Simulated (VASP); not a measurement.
The system is MoI.

```
Mo I
1.0
     3.62326    0.00000    0.00000
     0.00000    3.62326    0.00000
     0.00000    0.00000    5.04208
Mo I
1 1
Direct
  0.50000 0.50000 0.50000
  0.00000 0.00000 0.50000
```

The cell was built by a generator and needn't be a form met in nature.

```yaml
Program: VASP 6.6.1
Task: relaxation of cell and atoms
Functional: LDA
Potentials_or_basis: VASP PAW LDA potentials, release 64 (Mo_sv, I)
Cutoff: 600 eV
k_mesh: 7 × 7 × 5
Occupations: fermi-dirac, width 0.05 eV
Spin: no spin polarisation
```

At the start: pressure 6.5 GPa; volume 33.10 Å³/atom.

Q: Where does the relaxation end?

A: Over 15 steps the energy falls by 759.2 meV/atom and the volume is 22.27 Å³/atom (-32.7 %); space group P4/mmm (No. 123, to 0.05 Å).

Step by step:
| step | energy change (eV) | largest force (eV/Å) | pressure (GPa) | volume (Å³) |
| --- | --- | --- | --- | --- |
| 1 | 0.0000 | 0.0000 | 6.55 | 66.19 |
| 2 | 0.2180 | 0.0000 | -9.01 | 79.44 |
| 3 | -0.1952 | 0.0000 | -2.14 | 71.15 |
| 4 | -0.1958 | 0.0000 | -1.81 | 70.90 |
| 5 | -0.2729 | 0.0000 | -2.32 | 68.25 |
| 6 | -0.6204 | 0.0000 | -4.04 | 60.22 |
| 7 | -1.5079 | 0.0000 | 0.78 | 43.88 |
| 8 | -1.4200 | 0.0000 | -3.67 | 47.63 |
| 9 | -1.5178 | 0.0000 | -0.68 | 44.83 |
| 10 | -1.5052 | 0.0000 | 2.78 | 43.65 |
| 11 | -1.5184 | 0.0000 | -0.18 | 44.63 |
| 12 | -1.5184 | 0.0000 | -0.11 | 44.61 |
| 13 | -1.5184 | 0.0000 | -0.09 | 44.62 |
| 14 | -1.5182 | 0.0000 | 0.21 | 44.41 |
| 15 | -1.5185 | 0.0000 | 0.01 | 44.54 |

Final structure:
```
CELL_PARAMETERS angstrom
3.80115 0.00000 0.00000
0.00000 3.80115 0.00000
0.00000 0.00000 3.08259
ATOMIC_POSITIONS crystal
Mo 0.50000 0.50000 0.50000
I 0.00000 0.00000 0.50000
```

Caveat: the volume moved by over 15 % at a fixed basis, so the end points are rough; an odd number of electrons without spin polarisation forces a metal; a magnetic or distorted state may lie lower.
